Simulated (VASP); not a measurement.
Crystal: GaSb.

```
CELL_PARAMETERS angstrom
0.00000 3.05740 3.05740
3.05740 0.00000 3.05740
3.05740 3.05740 0.00000
ATOMIC_POSITIONS crystal
Ga 0.00000 0.00000 0.00000
Sb 0.25000 0.25000 0.25000
```

Base run:

```yaml
Program: VASP 6.6.1
Functional: PBE
Potentials_or_basis: VASP PAW PBE potentials, release 64 (Ga_d, Sb)
Cutoff: 520 eV
k_mesh: 10 × 10 × 10
Occupations: gaussian, width 0.03 eV
Spin: no spin polarisation
```

Its results: pressure 2.5 GPa.

The run is repeated on the same cell with these changes: functional from PBE to LDA; potentials or basis from VASP PAW PBE potentials, release 64 (Ga_d, Sb) to VASP PAW LDA potentials, release 64 (Ga_d, Sb). What comes out?

Pressure -1.5 GPa.
